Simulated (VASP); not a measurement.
# YbN (Pm-3m) in VASP: notebook

The runs below take YbN through single point, with LDA+U.

Everything below comes from runs of VASP 6.6.1. Logs are shortened: lines on timing, memory, paths and dates and some standing lists are left out, and cuts for length are marked.

### Step 1. The structure

It takes space group Pm-3m (No. 221, cubic). The conventional cell has a = 2.910 Å, b = 2.910 Å, c = 2.910 Å, α = 90.00°, β = 90.00°, γ = 90.00°. Yb (site symmetry m-3m) is surrounded by 8 N at 2.52 Å. N (site symmetry m-3m) has 8 Yb at 2.52 Å as nearest neighbours.

The cell comes from a database or a generator and needn't be the stable form of this composition.

### Step 2. Single point, LDA+U, collinear spin, antiferromagnetic start

INCAR

```
SYSTEM = YbN
PREC     = Accurate       ! precision mode
ENCUT    = 520            ! plane-wave cutoff, eV
EDIFF    = 1E-6           ! SCF threshold, eV
ISMEAR   = 0              ! smearing method
SIGMA    = 0.05           ! smearing width, eV
LREAL    = .FALSE.        ! projectors in reciprocal space
LASPH    = .TRUE.         ! aspherical terms in the spheres
NELM     = 120            ! most SCF steps
ALGO     = Normal         ! electronic algorithm
ISIF     = 2              ! what is computed and relaxed
LWAVE    = .FALSE.        ! write WAVECAR
LCHARG   = .FALSE.        ! write CHGCAR
ISPIN    = 2              ! spin polarisation
MAGMOM   = 1 -1 0 0       ! initial moments
LORBIT   = 11             ! projections on sites
LMAXMIX  = 6              ! l up to which the mixer works
LDAU     = .TRUE.         ! DFT+U
LDAUTYPE = 2            
LDAUL    = 3 -1           ! shell
LDAUU    = 5 0            ! U, eV
LDAUJ    = 0 0          
LDAUPRINT= 1            
GGA      = CA             ! functional
NBANDS   = 41             ! bands
```

KPOINTS

```
Automatic mesh
0
G
  6 6 3
  0 0 0
```

POSCAR

```
YbN
1.0
    2.9096680100      0.0000000000      0.0000000000
    0.0000000000      2.9096680100      0.0000000000
    0.0000000000      0.0000000000      5.8193360200
Yb N
2 2
Direct
    0.0000000000      0.0000000000      0.0000000000
    0.0000000000      0.0000000000      0.5000000000
    0.5000000000      0.5000000000      0.2500000000
    0.5000000000      0.5000000000      0.7500000000
```

Potentials or basis: VASP PAW PBE potentials, release 64 (Yb, N).

The run is started by

```
$ cat potpaw_PBE.64/Yb/POTCAR potpaw_PBE.64/N/POTCAR > POTCAR
$ mpirun -np 1 vasp_std > vasp.out
```

OUTCAR:

```text
SYSTEM = YbN
   PREC = Accurate
   ENCUT = 520
   EDIFF = 1E-6
   ISMEAR = 0
   LREAL = .FALSE.
   LASPH = .TRUE.
   NELM = 120
   ISIF = 2
   ISPIN = 2
   LORBIT = 11
   GGA = CA

 ion  position               nearest neighbor table
   1  0.000  0.000  0.000-   3 2.52   4 2.52   3 2.52   4 2.52   3 2.52   4 2.52   3 2.52   4 2.52
                             2 2.91   2 2.91
   2  0.000  0.000  0.500-   3 2.52   4 2.52   3 2.52   4 2.52   3 2.52   4 2.52   3 2.52   4 2.52
                             1 2.91   1 2.91
   3  0.500  0.500  0.250-   1 2.52   2 2.52   1 2.52   2 2.52   1 2.52   2 2.52   1 2.52   2 2.52

   4  0.500  0.500  0.750-   1 2.52   2 2.52   1 2.52   2 2.52   1 2.52   2 2.52   1 2.52   2 2.52

  LATTYP: Found a simple tetragonal cell.
 ALAT       =     2.9096680100
 C/A-ratio  =     2.0000000000

  Lattice vectors:

 A1 = (   2.9096680100,   0.0000000000,   0.0000000000)
 A2 = (   0.0000000000,   2.9096680100,   0.0000000000)
 A3 = (   0.0000000000,   0.0000000000,   5.8193360200)

Analysis of symmetry for initial positions (statically):
=====================================================================
 Subroutine PRICEL returns following result:

  LATTYP: Found a simple cubic cell.
 ALAT       =     2.9096680100
[... 12 lines left out ...]
 Subroutine GETGRP returns: Found 16 space group operations
 (whereof 16 operations were pure point group operations)
 out of a pool of 16 trial point group operations.

The static configuration has the point symmetry D_4h.

Analysis of symmetry for dynamics (positions and initial velocities):
=====================================================================
 Subroutine PRICEL returns following result:

  LATTYP: Found a simple cubic cell.
 ALAT       =     2.9096680100
[... 12 lines left out ...]
 Subroutine GETGRP returns: Found 16 space group operations
 (whereof 16 operations were pure point group operations)
 out of a pool of 16 trial point group operations.

The dynamic configuration has the point symmetry D_4h.

Analysis of structural, dynamic, and magnetic symmetry:
=====================================================================
 Subroutine PRICEL returns following result:

  LATTYP: Found a simple cubic cell.
 ALAT       =     2.9096680100
[... 12 lines left out ...]
 Subroutine GETGRP returns: Found 16 space group operations
 (whereof 16 operations were pure point group operations)
 out of a pool of 16 trial point group operations.

The overall configuration has the point symmetry D_4h.

 Subroutine INISYM returns: Found 16 space group operations
 (whereof 16 operations are pure point group operations),
 and found     2 'primitive' translations

----------------------------------------------------------------------------------------

                                     Primitive cell

  volume of cell :      24.6337

  direct lattice vectors                    reciprocal lattice vectors
     2.909668010  0.000000000  0.000000000     0.343681821  0.000000000  0.000000000
     0.000000000  2.909668010  0.000000000     0.000000000  0.343681821  0.000000000
     0.000000000  0.000000000  2.909668010     0.000000000  0.000000000  0.343681821
[... 170 lines left out ...]
  o =  1.0008  v = -0.6171 -0.0000  0.7869 -0.0000  0.0030  0.0000  0.0024  0.0000  0.0000  0.0000  0.0000  0.0000  0.0000  0.0000      0.0000  0.0000  0.0000  0.0000  0.0000  0.0000  0.0000  0.0000  0.0000  0.0000  0.0000  0.0000  0.0000  0.0000
  o =  1.0008  v = -0.0000  0.0000  0.0000  0.0000  0.0000 -1.0000  0.0000  0.0000  0.0000  0.0000  0.0000  0.0000  0.0000  0.0000      0.0000  0.0000  0.0000  0.0000  0.0000  0.0000  0.0000  0.0000  0.0000  0.0000  0.0000  0.0000  0.0000  0.0000
  o =  1.0135  v =  0.0000 -1.0000 -0.0000 -0.0000 -0.0000 -0.0000 -0.0000  0.0000  0.0000  0.0000  0.0000  0.0000  0.0000  0.0000      0.0000  0.0000  0.0000  0.0000  0.0000  0.0000  0.0000  0.0000  0.0000  0.0000  0.0000  0.0000  0.0000  0.0000

atom =   2  type =  1  l = 3

 onsite density matrix

spin component  1

  0.9969 -0.0000 -0.0026  0.0000 -0.0000 -0.0000 -0.0000
 -0.0000  0.4702  0.0000  0.0000 -0.0000  0.0000  0.0000
 -0.0026  0.0000  0.9983 -0.0000  0.0000 -0.0000  0.0000
  0.0000  0.0000 -0.0000  0.9947  0.0000  0.0000  0.0000
 -0.0000 -0.0000  0.0000  0.0000  0.9983 -0.0000  0.0026
 -0.0000  0.0000 -0.0000  0.0000 -0.0000  1.0003  0.0000
 -0.0000  0.0000  0.0000  0.0000  0.0026  0.0000  0.9969

spin component  2

  0.9973  0.0000 -0.0027  0.0000 -0.0000 -0.0000 -0.0000
  0.0000  1.0135  0.0000  0.0000  0.0000 -0.0000 -0.0000
 -0.0027  0.0000  0.9987 -0.0000  0.0000 -0.0000  0.0000
  0.0000  0.0000 -0.0000  0.9957  0.0000  0.0000 -0.0000
 -0.0000  0.0000  0.0000  0.0000  0.9987 -0.0000  0.0027
 -0.0000 -0.0000 -0.0000  0.0000 -0.0000  1.0008  0.0000
 -0.0000 -0.0000  0.0000 -0.0000  0.0027  0.0000  0.9973

 occupancies and eigenvectors

  o =  0.4702  v =  0.0000 -1.0000  0.0000 -0.0000 -0.0000  0.0000 -0.0000  0.0000  0.0000  0.0000  0.0000  0.0000  0.0000  0.0000      0.0000  0.0000  0.0000  0.0000  0.0000  0.0000  0.0000  0.0000  0.0000  0.0000  0.0000  0.0000  0.0000  0.0000
  o =  0.9947  v = -0.0000 -0.0000 -0.0000  1.0000 -0.0000  0.0000  0.0000  0.0000  0.0000  0.0000  0.0000  0.0000  0.0000  0.0000      0.0000  0.0000  0.0000  0.0000  0.0000  0.0000  0.0000  0.0000  0.0000  0.0000  0.0000  0.0000  0.0000  0.0000
  o =  0.9949  v = -0.0034 -0.0000 -0.0026  0.0000  0.6114 -0.0000 -0.7913  0.0000  0.0000  0.0000  0.0000  0.0000  0.0000  0.0000      0.0000  0.0000  0.0000  0.0000  0.0000  0.0000  0.0000  0.0000  0.0000  0.0000  0.0000  0.0000  0.0000  0.0000
  o =  0.9949  v =  0.7913  0.0000  0.6114  0.0000  0.0026 -0.0000 -0.0034  0.0000  0.0000  0.0000  0.0000  0.0000  0.0000  0.0000      0.0000  0.0000  0.0000  0.0000  0.0000  0.0000  0.0000  0.0000  0.0000  0.0000  0.0000  0.0000  0.0000  0.0000
  o =  0.9952  v =  0.0000  0.0000  0.0000  0.0000  0.0000  0.0000  0.0000  0.0051  0.0000  0.0040 -0.0000 -0.6171 -0.0000  0.7868      0.0000  0.0000  0.0000  0.0000  0.0000  0.0000  0.0000  0.0000  0.0000  0.0000  0.0000  0.0000  0.0000  0.0000
  o =  0.9952  v =  0.0000  0.0000  0.0000  0.0000  0.0000  0.0000  0.0000  0.7868 -0.0000  0.6171  0.0000  0.0040  0.0000 -0.0051      0.0000  0.0000  0.0000  0.0000  0.0000  0.0000  0.0000  0.0000  0.0000  0.0000  0.0000  0.0000  0.0000  0.0000
  o =  0.9957  v =  0.0000  0.0000  0.0000  0.0000  0.0000  0.0000  0.0000  0.0000  0.0000  0.0000  1.0000 -0.0000 -0.0000  0.0000      0.0000  0.0000  0.0000  0.0000  0.0000  0.0000  0.0000  0.0000  0.0000  0.0000  0.0000  0.0000  0.0000  0.0000
  o =  1.0003  v =  0.0000 -0.0000 -0.0000  0.0000 -0.0000 -1.0000 -0.0000  0.0000  0.0000  0.0000  0.0000  0.0000  0.0000  0.0000      0.0000  0.0000  0.0000  0.0000  0.0000  0.0000  0.0000  0.0000  0.0000  0.0000  0.0000  0.0000  0.0000  0.0000
  o =  1.0003  v =  0.6113 -0.0000 -0.7913 -0.0000 -0.0056  0.0000 -0.0043  0.0000  0.0000  0.0000  0.0000  0.0000  0.0000  0.0000      0.0000  0.0000  0.0000  0.0000  0.0000  0.0000  0.0000  0.0000  0.0000  0.0000  0.0000  0.0000  0.0000  0.0000
  o =  1.0003  v =  0.0043 -0.0000 -0.0056  0.0000  0.7913 -0.0000  0.6113  0.0000  0.0000  0.0000  0.0000  0.0000  0.0000  0.0000      0.0000  0.0000  0.0000  0.0000  0.0000  0.0000  0.0000  0.0000  0.0000  0.0000  0.0000  0.0000  0.0000  0.0000
  o =  1.0008  v =  0.0000  0.0000  0.0000  0.0000  0.0000  0.0000  0.0000 -0.6167 -0.0000  0.7863  0.0000 -0.0287  0.0000 -0.0225      0.0000  0.0000  0.0000  0.0000  0.0000  0.0000  0.0000  0.0000  0.0000  0.0000  0.0000  0.0000  0.0000  0.0000
  o =  1.0008  v =  0.0000  0.0000  0.0000  0.0000  0.0000  0.0000  0.0000  0.0225  0.0000 -0.0287  0.0000 -0.7863  0.0000 -0.6167      0.0000  0.0000  0.0000  0.0000  0.0000  0.0000  0.0000  0.0000  0.0000  0.0000  0.0000  0.0000  0.0000  0.0000
  o =  1.0008  v =  0.0000  0.0000  0.0000  0.0000  0.0000  0.0000  0.0000 -0.0000 -0.0000  0.0000 -0.0000 -0.0000 -1.0000 -0.0000      0.0000  0.0000  0.0000  0.0000  0.0000  0.0000  0.0000  0.0000  0.0000  0.0000  0.0000  0.0000  0.0000  0.0000
  o =  1.0135  v =  0.0000  0.0000  0.0000  0.0000  0.0000  0.0000  0.0000  0.0000 -1.0000 -0.0000  0.0000  0.0000  0.0000  0.0000      0.0000  0.0000  0.0000  0.0000  0.0000  0.0000  0.0000  0.0000  0.0000  0.0000  0.0000  0.0000  0.0000  0.0000

 number of electron      57.9999992 magnetization      -0.0000000

 Free energy of the ion-electron system (eV)
  ---------------------------------------------------
  ext. energy  EPLUGINS =         0.00000000
  ---------------------------------------------------
  free energy    TOTEN  =       -27.84595642 eV

  energy without entropy =      -27.84127214  energy(sigma->0) =      -27.84361428

 E-fermi :   3.8275     XC(G=0): -13.4336

 val. band max:        3.8108943535   @ k =   0.1667   0.1667   0.3333
 cond. band min:       3.8537668512   @ k =   0.1667   0.0000   0.0000
 fundamental gap:      0.0428724977
 Fermi energy:         3.8275431408

 spin component 1

 k-point     1 :       0.0000    0.0000    0.0000
  band No.  band energies     occupation
      1     -47.3947      1.00000
      2     -47.1550      1.00000
      3     -20.8117      1.00000
      4     -19.0916      1.00000
      5     -19.0916      1.00000
      6     -19.0640      1.00000
[... 869 lines left out ...]
     40      16.7969      0.00000
     41      16.8624      0.00000
 Fermi energy:         3.8275431408

 spin component 2

 k-point     1 :       0.0000    0.0000    0.0000
  band No.  band energies     occupation
      1     -47.3947      1.00000
      2     -47.1550      1.00000
      3     -20.8117      1.00000
      4     -19.0916      1.00000
      5     -19.0916      1.00000
      6     -19.0640      1.00000
[... 869 lines left out ...]
     40      16.8341      0.00000
     41      16.8624      0.00000

------------------------ aborting loop because EDIFF is reached ----------------------------------------

  FORCE on cell =-STRESS in cart. coord.  units (eV):
  Direction    XX          YY          ZZ          XY          YZ          ZX
  --------------------------------------------------------------------------------------
  -------------------------------------------------------------------------------------
  Total       -1.7201771     -1.7201771     -1.7446340      0.0000000      0.0000000      0.0000000
  in kB      -55.9401251    -55.9401251    -56.7354633      0.0000000      0.0000000      0.0000000
  external PRESSURE =     -56.2052379 kB  Pullay stress =       0.0000000 kB

 VOLUME and BASIS-vectors are now :
 -----------------------------------------------------------------------------
  energy-cutoff  :      520.00
  volume of cell :       49.27
      direct lattice vectors                 reciprocal lattice vectors
     2.909668010  0.000000000  0.000000000     0.343681821  0.000000000  0.000000000
     0.000000000  2.909668010  0.000000000     0.000000000  0.343681821  0.000000000
     0.000000000  0.000000000  5.819336020     0.000000000  0.000000000  0.171840910

 POSITION                                       TOTAL-FORCE (eV/Angst)
 -----------------------------------------------------------------------------------
      0.00000      0.00000      0.00000         0.000000      0.000000     -0.000000
      0.00000      0.00000      2.90967         0.000000      0.000000      0.000000
      1.45483      1.45483      1.45483        -0.000000      0.000000     -0.000000
      1.45483      1.45483      4.36450        -0.000000      0.000000     -0.000000
 -----------------------------------------------------------------------------------
    total drift:                                0.000000      0.000000      0.000000

  FREE ENERGIE OF THE ION-ELECTRON SYSTEM (eV)
  ---------------------------------------------------
  free  energy   TOTEN  =       -27.8459564211 eV

  energy  without entropy=      -27.8412721409  energy(sigma->0) =      -27.84361428

 total charge

# of ion       s       p       d       f       tot
--------------------------------------------------
    1        2.166   6.097   0.594  13.442  22.299
    2        2.166   6.097   0.594  13.442  22.299
    3        1.231   2.367   0.000   0.000   3.598
    4        1.231   2.367   0.000   0.000   3.598
--------------------------------------------------
tot          6.794  16.928   1.188  26.884  51.793

 magnetization (x)

# of ion       s       p       d       f       tot
--------------------------------------------------
    1       -0.001  -0.014  -0.007   0.547   0.525
    2        0.001   0.014   0.007  -0.547  -0.525
    3        0.000   0.000   0.000   0.000   0.000
    4        0.000   0.000   0.000   0.000   0.000
--------------------------------------------------
tot          0.000   0.000   0.000   0.000   0.000
```

Run time: 6 min. Hardware: 1 thread of Intel Xeon Platinum 8375C at 2.90GHz (Ice Lake), shared host; peak memory 0.21 GiB.

Results:

- Free energy: -27.8460 eV
- Pressure: -5.6 GPa
- Band gap on the k mesh: none (metal or under the smearing width)
- Net moment: 0.00 μB per cell
- Site moments: Yb +0.53, -0.53; N +0.00 μB
- Valence electrons inside the program's atomic spheres: Yb 22.30; N 3.60

Stress tensor (GPa, compression positive):
```
-5.59  0.00  0.00
 0.00 -5.59  0.00
 0.00  0.00 -5.67
```

Levels at points of the mesh, in eV from the Fermi level:
Spin up:
| k point | band 27 | band 28 | band 29 | band 30 | band 31 | band 32 |
| --- | --- | --- | --- | --- | --- | --- |
| (0.00, 0.00, 0.00) | -0.21 | 0.34 | 0.34 | 0.34 | 0.37 | 0.37 |
| (0.50, 0.00, 0.00) | -1.01 | -1.01 | -0.67 | 1.05 | 1.44 | 1.74 |
| (0.50, 0.50, 0.00) | -1.80 | -1.80 | -0.62 | 1.06 | 1.44 | 4.72 |
Spin down:
```
           k point  band 26  band 27  band 28  band 29  band 30  band 31  band 32  band 33
(0.00, 0.00, 0.00)    -1.01    -0.21     0.34     0.34     0.34     0.37     0.37     1.74
(0.50, 0.00, 0.00)    -1.80    -1.01    -1.01    -0.67     1.05     1.44     1.74     4.72
(0.50, 0.50, 0.00)    -2.71    -1.80    -1.80    -0.62     1.06     1.44     4.72     5.92
```

Eigenvalues of the final occupation matrices:
```
    site  spin  trace                         eigenvalues
site 1 f     1   7.00  1.00 1.00 1.00 1.00 1.00 1.00 1.01
site 1 f     2   6.46  0.47 0.99 0.99 0.99 1.00 1.00 1.00
site 2 f     1   6.46  0.47 0.99 0.99 0.99 1.00 1.00 1.00
site 2 f     2   7.00  1.00 1.00 1.00 1.00 1.00 1.00 1.01
```

Caveat: the PAW data sets were made with another functional, which shifts forces and pressure a little; spin-orbit coupling is left out, which moves the levels of the heavy elements.

### Step 3. Single point, LDA+U, collinear spin, random start

This run uses another cell than the first one: it holds 2 atoms, not 4.

INCAR

```
PREC = Accurate
ENCUT = 520
EDIFF = 1E-6
ISMEAR = 0
SIGMA = 0.05
LREAL = False
LASPH = True
NELM = 120
ALGO = Normal
ISIF = 2
LWAVE = False
LCHARG = True
ISPIN = 2
MAGMOM = 0.75 0
LORBIT = 11
LMAXMIX = 6
LDAU = True
LDAUTYPE = 2
LDAUL = 3 -1
LDAUU = 5 0
LDAUJ = 0 0
LDAUPRINT = 1
GGA = CA
LELF = True
LVHAR = True
```

KPOINTS

```
regular mesh
0
Gamma
  6 6 6
```

POSCAR

```
YbN
1.0
    2.9096680100      0.0000000000      0.0000000000
    0.0000000000      2.9096680100      0.0000000000
    0.0000000000      0.0000000000      2.9096680100
Yb N
1 1
Direct
    0.0000000000      0.0000000000      0.0000000000
    0.5000000000      0.5000000000      0.5000000000
```

Potentials or basis: VASP PAW PBE potentials, release 64 (Yb, N).

The run is started by

```
$ cat potpaw_PBE.64/Yb/POTCAR potpaw_PBE.64/N/POTCAR > POTCAR
$ mpirun -np 1 vasp_std > vasp.out
```

It took 44 s on 1 thread of Intel Xeon Platinum 8375C at 2.90GHz (Ice Lake), shared host; peak memory 0.15 GiB.

Results (log left out):

```yaml
Free_energy: -13.9229 eV
Pressure: -6.8 GPa
Band_gap_on_the_k_mesh: none (metal or under the smearing width)
Net_moment: 0.89 μB per cell
Site_moments: Yb +0.56; N +0.24 μB
Valence_electrons_inside_the_program's_atomic_spheres: Yb 22.30; N 3.60
```

Levels at points of the mesh, in eV from the Fermi level:
Spin up:
| k point | band 11 | band 12 | band 13 | band 14 | band 15 | band 16 | band 17 | band 18 |
| --- | --- | --- | --- | --- | --- | --- | --- | --- |
| (0.00, 0.00, 0.00) | -3.21 | -3.21 | 0.18 | 0.18 | 0.18 | 0.42 | 0.42 | 4.95 |
| (0.50, 0.00, 0.00) | -3.17 | -2.95 | -2.95 | -1.13 | -1.13 | 1.79 | 7.62 | 9.35 |
| (0.50, 0.50, 0.00) | -3.04 | -2.91 | -1.91 | -1.91 | 0.50 | 1.48 | 4.70 | 5.93 |
| (0.50, 0.50, 0.50) | -3.13 | -3.13 | -3.07 | -3.07 | -3.07 | 9.46 | 9.46 | 9.46 |
Spin down:
```csv
k point,band 11,band 12,band 13,band 14,band 15,band 16,band 17,band 18
"(0.00, 0.00, 0.00)",-2.83,-0.11,0.44,0.44,0.62,0.62,0.62,5.17
"(0.50, 0.00, 0.00)",-2.55,-2.55,-0.77,-0.77,-0.16,1.81,7.87,9.58
"(0.50, 0.50, 0.00)",-2.51,-1.55,-1.55,-0.84,1.52,1.53,4.87,6.04
"(0.50, 0.50, 0.50)",-2.75,-2.73,-2.73,-2.73,-0.04,9.78,9.78,9.78
```

Eigenvalues of the final occupation matrices:
| site | spin | trace | eigenvalues |
| --- | --- | --- | --- |
| site 1 f | 1 | 7.01 | 1.00 1.00 1.00 1.00 1.00 1.00 1.01 |
| site 1 f | 2 | 6.46 | 0.48 0.99 0.99 0.99 1.00 1.00 1.00 |

Caveat: the PAW data sets were made with another functional, which shifts forces and pressure a little; spin-orbit coupling is left out, which moves the levels of the heavy elements. The state reached can hang on the start; a lower one may exist.

(Part 1 of 2 ends here.)
